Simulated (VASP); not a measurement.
Data:

```
CELL_PARAMETERS angstrom
      0.00000     2.78460     2.78460
      2.78460     0.00000     2.78460
      2.78460     2.78460     0.00000
ATOMIC_POSITIONS crystal
  Ca 0.00000 0.00000 0.00000
  F  0.25000 0.25000 0.25000
  F  0.75000 0.75000 0.75000
```

These are PBE GGA, VASP's PBE PAW potentials (set 64) (plane waves; VASP) values and carry that method's errors. Run with 520 eV cut-off, 5×5×5 Γ-centred mesh, Gaussian smearing of 0.050 eV, potentials Ca_sv F.

Give the stress tensor in GPa (positive for a compressed cell).

```
-2.08   0.00   0.00
 0.00  -2.08   0.00
 0.00   0.00  -2.08
```
The pressure is its mean diagonal, -2.08 GPa.

The compound is CaF2 in the fluorite structure. The cell was not relaxed at this level.
